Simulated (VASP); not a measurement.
Computed with TPSS meta-GGA, VASP's PBE PAW potentials (set 64) (plane waves; VASP).

Input for VASP

**INCAR**
```
ALGO  =  Normal
EDIFF  =  1E-7
ENCUT  =  520
ISIF  =  2
ISMEAR  =  0
LASPH  =  T
LCHARG  =  F
LMIXTAU  =  T
LREAL  =  F
LWAVE  =  F
METAGGA  =  TPSS
NELM  =  100
PREC  =  Accurate
SIGMA  =  0.05
SYSTEM  =  BN
```

### POSCAR
```
BN
1.7942250
  0.0000000000   0.9999999151   0.9999999151
  0.9999999151   0.0000000000   0.9999999151
  0.9999999151   0.9999999151   0.0000000000
B N
1 1
Cartesian
  0.0000000000   0.0000000000   0.0000000000
  0.4999999576   0.4999999576   0.4999999576
```

KPOINTS:
```
Automatic
0
gamma
  12 12 12
0 0 0
```

POTCAR, in this order: B N (PBE.64 set). Program: vasp_std.

Problem. What will the output report for the number of irreducible k-points (NKPTS), largest plane-wave count, number of space-group operations, FFT grid (NGX, NGY, NGZ)?

Solution. 
The number of irreducible k-points (NKPTS) is 72. The largest plane-wave count is 331, the number of space-group operations comes out as 24 and the FFT grid (NGX, NGY, NGZ) is 20 × 20 × 20.

The compound is BN in the zinc blende structure. This cell is one point of a volume scan, at 0.97 of the reference volume.
